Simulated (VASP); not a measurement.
# Cl on Ru(0001): binding against coverage

Aim: adsorption energy and work function of Cl on Ru(0001) from low coverage to a full layer.

Method: PBE; plane waves and PAW (Ru), in the first sound run; inputs show where later runs differ, in VASP 6.6.1.

### Step 1. Starting point

Symmetry: P6_3/mmc, No. 194, hexagonal system. Conventional cell: a = 2.700 Å, b = 2.700 Å, c = 4.277 Å, α = 90.00°, β = 90.00°, γ = 120.00°. Nearest to Ru lie 12 Ru at 2.65 to 2.70 Å.

As a file:

```xyz
2
Lattice="2.7000 0.0000 0.0000 -1.3500 2.3383 0.0000 0.0000 0.0000 4.2768" Properties=species:S:1:pos:R:3 pbc="T T T"
Ru    0.0000    0.0000    0.0000
Ru    0.0000    1.5588    2.1384
```

### Step 2. The bulk reference, job relaxation, k-mesh 16×16×9

The bulk crystal is relaxed first, so that the slabs are cut at this functional's lattice.

Input file INCAR:

```
SYSTEM = Ru
PREC = Accurate
ENCUT = 420
EDIFF = 1E-06
NELM = 120
ISMEAR = 1
SIGMA = 0.15
LREAL = .FALSE.
ALGO = Normal
GGA = PE
NBANDS = 14
LASPH = .TRUE.
LORBIT = 11
LWAVE = .FALSE.
LCHARG = .FALSE.
KPAR = 8
IBRION = 2
NSW = 30
ISIF = 3
EDIFFG = -0.01
POTIM = 0.4
```

Input file POSCAR:

```
Ru
1.0
    2.7000000000      0.0000000000      0.0000000000
   -1.3500000000      2.3382685902      0.0000000000
    0.0000000000      0.0000000000      4.2768000000
Ru
2
Direct
    0.0000000000      0.0000000000      0.0000000000
    0.3333333333      0.6666666667      0.5000000000
```

Input file KPOINTS:

```
Automatic mesh
0
Gamma
16 16 9
0 0 0
```

The projector-augmented-wave data sets are Ru (PBE family, release 64).

Launch:

```bash
$ mpirun -np 8 vasp_std
```

The program printed:

```text
[banner, memory and clock lines left out]
running    8 mpi-ranks, on    1 nodes
 distrk:  each k-point on    1 cores,    8 groups
 distr:  one band on    1 cores,    1 groups

 POSCAR found type information on POSCAR Ru
 POSCAR found :  1 types and       2 ions
|                                                                             |
|           W    W    AA    RRRRR   N    N  II  N    N   GGGG   !!!           |
|           W    W   A  A   R    R  NN   N  II  NN   N  G    G  !!!           |
|           W    W  A    A  R    R  N N  N  II  N N  N  G       !!!           |
|           W WW W  AAAAAA  RRRRR   N  N N  II  N  N N  G  GGG   !            |
|           WW  WW  A    A  R   R   N   NN  II  N   NN  G    G                |
|           W    W  A    A  R    R  N    N  II  N    N   GGGG   !!!           |
|                                                                             |
|     For optimal performance we recommend to set                             |
|       NCORE = 2 up to number-of-cores-per-socket                            |
|     NCORE specifies how many cores store one orbital (NPAR=cpu/NCORE).      |
|     This setting can greatly improve the performance of VASP for DFT.       |
|     The default, NCORE=1 might be grossly inefficient on modern             |
|     multi-core architectures or massively parallel machines. Do your        |
|     Unfortunately you need to use the default for GW and RPA                |
|     calculations (for HF NCORE is supported but not extensively tested      |
|     yet).                                                                   |
|                                                                             |

 LDA part: xc-table for (Slater+PW92), standard interpolation
 POSCAR, INCAR and KPOINTS ok, starting setup
 FFT: planning ... GRIDC
 FFT: planning ... GRID_SOFT
 FFT: planning ... GRID
 WAVECAR not read
 entering main loop
       N       E                     dE             d eps       ncg     rms          rms(c)
DAV:   1     0.581419040088E+02    0.58142E+02   -0.65690E+03  4672   0.884E+02
DAV:   2    -0.187358411125E+02   -0.76878E+02   -0.68759E+02  4362   0.200E+02
DAV:   3    -0.198533723978E+02   -0.11175E+01   -0.11126E+01  5352   0.283E+01
DAV:   4    -0.198614978845E+02   -0.81255E-02   -0.81249E-02  4896   0.231E+00
DAV:   5    -0.198616672563E+02   -0.16937E-03   -0.16937E-03  5400   0.324E-01    0.174E+01
DAV:   6    -0.186984691610E+02    0.11632E+01   -0.17431E+00  4812   0.131E+01    0.548E+00
DAV:   7    -0.185216718467E+02    0.17680E+00   -0.34710E-01  5358   0.563E+00    0.637E-01
DAV:   8    -0.185112118717E+02    0.10460E-01   -0.53093E-03  4422   0.620E-01    0.428E-01
DAV:   9    -0.185048439266E+02    0.63679E-02   -0.22582E-03  4758   0.381E-01    0.426E-02
DAV:  10    -0.185048572659E+02   -0.13339E-04   -0.62126E-05  5418   0.742E-02    0.848E-03
DAV:  11    -0.185048494548E+02    0.78110E-05   -0.23004E-06  4330   0.154E-02    0.110E-03
DAV:  12    -0.185048481121E+02    0.13428E-05   -0.22659E-07  2490   0.437E-03    0.576E-04
DAV:  13    -0.185048477084E+02    0.40366E-06   -0.16197E-08  2274   0.105E-03
   1 F= -.18504848E+02 E0= -.18505432E+02  d E =-.185048E+02
 curvature:   0.00 expect dE= 0.000E+00 dE for cont linesearch  0.000E+00
 trial: gam= 0.00000 g(F)=  0.784E-49 g(S)=  0.262E-01 ort = 0.000E+00 (trialstep = 0.100E+01)
 search vector abs. value=  0.262E-01
 bond charge predicted
       N       E                     dE             d eps       ncg     rms          rms(c)
DAV:   1    -0.186075848695E+02   -0.10274E+00   -0.28551E+00  4308   0.165E+01    0.287E+00
DAV:   2    -0.185028064326E+02    0.10478E+00   -0.17359E-01  4344   0.422E+00    0.796E-01
DAV:   3    -0.184939250286E+02    0.88814E-02   -0.17829E-02  5250   0.126E+00    0.169E-01
DAV:   4    -0.184936513817E+02    0.27365E-03   -0.12004E-03  4584   0.284E-01    0.528E-02
DAV:   5    -0.184936709325E+02   -0.19551E-04   -0.23927E-05  5678   0.361E-02    0.320E-02
DAV:   6    -0.184936864141E+02   -0.15482E-04   -0.94969E-06  4788   0.253E-02    0.870E-03
DAV:   7    -0.184936870840E+02   -0.66986E-06   -0.84851E-07  2664   0.859E-03
   2 F= -.18493687E+02 E0= -.18494375E+02  d E =0.111606E-01
[...]
3 F= -.18509269E+02 E0= -.18509898E+02  d E =-.442108E-02
[...]
4 F= -.18509511E+02 E0= -.18510155E+02  d E =-.242505E-03
 trial-energy change:   -0.000243  1 .order   -0.000235   -0.000906    0.000437
 step:   0.5929(harm=  0.5862)  dis= 0.00000  next Energy=   -18.509580 (dE=-0.312E-03)
 bond charge predicted
       N       E                     dE             d eps       ncg     rms          rms(c)
DAV:   1    -0.185096871120E+02   -0.17531E-03   -0.66580E-03  4446   0.600E-01    0.596E-02
DAV:   2    -0.185096035498E+02    0.83562E-04   -0.70680E-05  4992   0.809E-02    0.249E-02
DAV:   3    -0.185095808612E+02    0.22689E-04   -0.25952E-05  4782   0.418E-02    0.386E-03
DAV:   4    -0.185095802645E+02    0.59670E-06   -0.10618E-06  2664   0.103E-02
   5 F= -.18509580E+02 E0= -.18510222E+02  d E =-.311473E-03
 curvature:  -0.30 expect dE=-0.768E-07 dE for cont linesearch -0.761E-07
 trial: gam= 0.00000 g(F)=  0.167E-49 g(S)=  0.252E-06 ort =-0.165E-04 (trialstep = 0.814E+00)
 search vector abs. value=  0.252E-06
 reached required accuracy - stopping structural energy minimisation
```

Elapsed: 12 s, on 8 MPI ranks of Intel Xeon Platinum 8488C (Sapphire Rapids), shared host; peak memory 1.3 GiB.

The logs omit lines about the potential files and the build; timing stands in the text.

OUTCAR, selected parts (step 2):

```text
ion  position               nearest neighbor table
   1  0.000  0.000  0.000-   2 2.65   2 2.65   2 2.65   2 2.65   2 2.65   2 2.65
   2  0.333  0.667  0.500-   1 2.65   1 2.65   1 2.65   1 2.65   1 2.65   1 2.65

  LATTYP: Found a hexagonal cell.
 ALAT       =     2.7000000000
 C/A-ratio  =     1.5840000000

 Subroutine GETGRP returns: Found 24 space group operations
 (whereof 12 operations were pure point group operations)

The static configuration has the point symmetry D_3h.
 The point group associated with its full space group is D_6h.

 Found    150 irreducible k-points:

   k-points           NKPTS =    150   k-points in BZ     NKDIM =    150   number of bands    NBANDS=     14

   dimension x,y,z NGX =    18 NGY =   18 NGZ =   30
   dimension x,y,z NGXF=    36 NGYF=   36 NGZF=   60

   ENCUT  =  420.0 eV  30.87 Ry    5.56 a.u.   4.51  4.51  7.15*2*pi/ulx,y,z

   NELECT =      16.0000    total number of electrons

 k-points in reciprocal lattice and weights: Automatic mesh
   0.00000000  0.00000000  0.00000000       0.000
   0.06250000 -0.00000000  0.00000000       0.003
   0.12500000 -0.00000000  0.00000000       0.003
   0.18750000 -0.00000000  0.00000000       0.003
   0.25000000 -0.00000000  0.00000000       0.003
   0.31250000  0.00000000  0.00000000       0.003
   0.37500000 -0.00000000  0.00000000       0.003
   0.43750000  0.00000000  0.00000000       0.003
   0.50000000 -0.00000000  0.00000000       0.001
[...]
0.37500000  0.25000000  0.44444444       0.005
   0.31250000  0.31250000  0.44444444       0.005

 average (electrostatic) potential at core
       1 -56.1630       2 -56.1630

 E-fermi :  12.4505

 k-point     1 :       0.0000    0.0000    0.0000
  band No.  band energies     occupation
    ...
      5      10.0920      2.00000
      6      10.5462      2.00000
      7      10.5462      2.00000
      8      11.0161      2.00000
      9      11.0161      2.00000
     10      13.5990     -0.00000
     11      13.5990     -0.00000
     12      13.7919     -0.00000
     13      22.7579      0.00000
     14      27.3865      0.00000

 k-point     2 :       0.0625   -0.0000    0.0000
  band No.  band energies     occupation
    ...
      6      10.4863      2.00000
      7      10.6524      2.00000
      8      10.8776      2.00000
      9      10.9277      2.00000
     10      12.4698      0.78425
     11      13.6550     -0.00000
     12      15.1147     -0.00000
     13      22.7363      0.00000
     14      27.6324      0.00000

 k-point     3 :       0.1250   -0.0000    0.0000
  band No.  band energies     occupation
    ...
      6      10.3595      2.00000
      7      10.6980      2.00000
      8      10.7067      2.00000
      9      10.9631      2.00000
     10      11.6418      2.00000
     11      13.7925     -0.00000
     12      16.6346      0.00000
     13      22.6667      0.00000
     14      28.2042      0.00000

  Total       -0.0008902     -0.0008902      0.0033864      0.0000000      0.0000000      0.0000000
  in kB       -0.0522094     -0.0522094      0.1986006      0.0000000      0.0000000      0.0000000
  external PRESSURE =       0.0313939 kB  Pullay stress =       0.0000000 kB

  energy-cutoff  :      420.00
  volume of cell :       27.32
      direct lattice vectors                 reciprocal lattice vectors
     2.716585793 -0.000000000 -0.000000000     0.368109118  0.212527898 -0.000000000
    -1.358292896  2.352632308  0.000000000     0.000000000  0.425055797  0.000000000
     0.000000000 -0.000000000  4.274508768    -0.000000000 -0.000000000  0.233945011

 POSITION                                       TOTAL-FORCE (eV/Angst)
 -----------------------------------------------------------------------------------
      0.00000     -0.00000      4.27451        -0.000000      0.000000     -0.000000
     -0.00000      1.56842      2.13725         0.000000     -0.000000      0.000000
 -----------------------------------------------------------------------------------
    total drift:                                0.000000     -0.000000     -0.000000

  FREE ENERGIE OF THE ION-ELECTRON SYSTEM (eV)
  ---------------------------------------------------
  free  energy   TOTEN  =       -18.5095802645 eV

  energy  without entropy=      -18.5115040726  energy(sigma->0) =      -18.51022153

 reached required accuracy - stopping structural energy minimisation

 total charge
# of ion       s       p       d       tot
------------------------------------------
    1        0.633   0.809   6.585   8.027
    2        0.633   0.809   6.585   8.027
--------------------------------------------------
tot          1.266   1.618  13.170  16.055

[... 3 further parts left out ...]
```

The run keeps the 24 symmetry operations of its start, so it cannot find a distortion of lower symmetry.

The steps of the relaxation:

| step | energy less that of the first step (eV) | largest force (eV/Å) | pressure (GPa) | volume (Å³) |
| --- | --- | --- | --- | --- |
| 1 | 0.0000 | 0.0000 | 3.73 | 27.00 |
| 2 | 0.0112 | 0.0000 | -7.25 | 27.99 |
| 3 | -0.0044 | 0.0000 | -0.28 | 27.34 |
| 4 | -0.0047 | 0.0000 | 0.14 | 27.31 |
| 5 | -0.0047 | 0.0000 | 0.00 | 27.32 |

```
conventional cell, symmetrised  before  after  change
                         a (Å)   2.700  2.717  +0.6 %
                         b (Å)   2.700  2.717  +0.6 %
                         c (Å)   4.277  4.275  -0.1 %
              volume (Å³/atom)   13.50  13.66  +1.2 %
```

The relaxed structure:

```cif
data_structure
_symmetry_space_group_name_H-M 'P 1'
_symmetry_Int_Tables_number 1
_cell_length_a 2.7166
_cell_length_b 2.7166
_cell_length_c 4.2745
_cell_angle_alpha 90.000
_cell_angle_beta 90.000
_cell_angle_gamma 120.000
_cell_volume 27.32
loop_
_atom_site_label
_atom_site_type_symbol
_atom_site_fract_x
_atom_site_fract_y
_atom_site_fract_z
_atom_site_occupancy
Ru1 Ru 0.00000 0.00000 0.00000 1
Ru2 Ru 0.33333 0.66667 0.50000 1
```

Numbers from this step:

```
electronic cycles       : 36
electrons               : 16
free energy (TOTEN)     : -18.51 eV
energy at zero smearing : -18.51 eV
Fermi energy            : 12.45 eV
metallic                : yes
```

The run ended after 5 ionic steps, 0.005 eV below its first step, once forces and stress met EDIFFG = -0.01.

Energy at zero smearing: -18.51022 eV.

### Step 3. The bulk reference, job self-consistent run, k-mesh 20×20×11

Input file INCAR:

```
SYSTEM = Ru
PREC = Normal
ENCUT = 320
EDIFF = 1E-06
NELM = 120
ISMEAR = 1
SIGMA = 0.15
LREAL = .FALSE.
ALGO = Fast
GGA = PE
NBANDS = 14
LASPH = .TRUE.
LORBIT = 11
LWAVE = .FALSE.
LCHARG = .FALSE.
KPAR = 8
```

Input file POSCAR:

```
Ru
1.0
    2.7165857927      0.0000000000      0.0000000000
   -1.3582928964      2.3526323080      0.0000000000
    0.0000000000      0.0000000000      4.2745087681
Ru
2
Direct
    0.0000000000      0.0000000000      0.0000000000
    0.3333333333      0.6666666667      0.5000000000
```

Input file KPOINTS:

```
Automatic mesh
0
Gamma
20 20 11
0 0 0
```

Launch:

```bash
$ mpirun -np 8 vasp_std
```

The program printed:

```text
[banner, memory and clock lines left out]
running    8 mpi-ranks, on    1 nodes
[...]
[... a notice as in an earlier step ...]

 LDA part: xc-table for (Slater+PW92), standard interpolation
 POSCAR, INCAR and KPOINTS ok, starting setup
[...]
entering main loop
       N       E                     dE             d eps       ncg     rms          rms(c)
DAV:   1     0.425896549958E+02    0.42590E+02   -0.55700E+03  8598   0.699E+02
DAV:   2    -0.190705891464E+02   -0.61660E+02   -0.54921E+02  7800   0.172E+02
DAV:   3    -0.198601044402E+02   -0.78952E+00   -0.78670E+00  9522   0.229E+01
DAV:   4    -0.198660446779E+02   -0.59402E-02   -0.59399E-02  8586   0.191E+00
[...]
RMM:  12    -0.185061392912E+02    0.30712E-05   -0.19522E-05  8388   0.345E-02    0.115E-03
RMM:  13    -0.185061406933E+02   -0.14021E-05   -0.48184E-06  6216   0.138E-02    0.187E-03
RMM:  14    -0.185061407383E+02   -0.44968E-07   -0.48093E-07  4557   0.500E-03
   1 F= -.18506141E+02 E0= -.18506260E+02  d E =0.357430E-03
```

Elapsed: 3.6 s, on 8 MPI ranks; peak memory 1.1 GiB; 24 s of CPU time.

From OUTCAR (step 3):

```text
  Total       -0.1220227     -0.1220227     -0.0463463      0.0000000     -0.0000000      0.0000000
  in kB       -7.1562809     -7.1562809     -2.7180798      0.0000000     -0.0000000      0.0000000
  external PRESSURE =      -5.6768805 kB  Pullay stress =       0.0000000 kB

 POSITION                                       TOTAL-FORCE (eV/Angst)
 -----------------------------------------------------------------------------------
      0.00000      0.00000      0.00000         0.000000     -0.000000      0.000000
     -0.00000      1.56842      2.13725         0.000000      0.000000      0.000000
 -----------------------------------------------------------------------------------
    total drift:                                0.000000     -0.000000     -0.000000

  FREE ENERGIE OF THE ION-ELECTRON SYSTEM (eV)
  ---------------------------------------------------
  free  energy   TOTEN  =       -18.5061407383 eV

  energy  without entropy=      -18.5064981679  energy(sigma->0) =      -18.50625988

[... 3 further parts left out ...]
[key lines of the parts left out:]
E-fermi :  12.4659
```

This step gave:

```
electronic cycles : 14
Fermi energy      : 12.47 eV
```

Energy at zero smearing: -18.50626 eV.

The run ends at a pressure of -0.57 GPa.

[end of part 1 of 10]

[Lines on the potential files, build, host, timing and source positions are cut from VASP's logs without a mark.]

[Logs are printed without paths, hosts, clocks, repeated set-up lines and the standing remarks that a program may print on its own settings, such as how far it seeks lower states.]

[Hosts, paths, dates, database ids (printed as entryN), source tags and the programs' standing remarks are cut or masked in the printed files.]

[Runs that stopped without an error message from VASP are left out.]
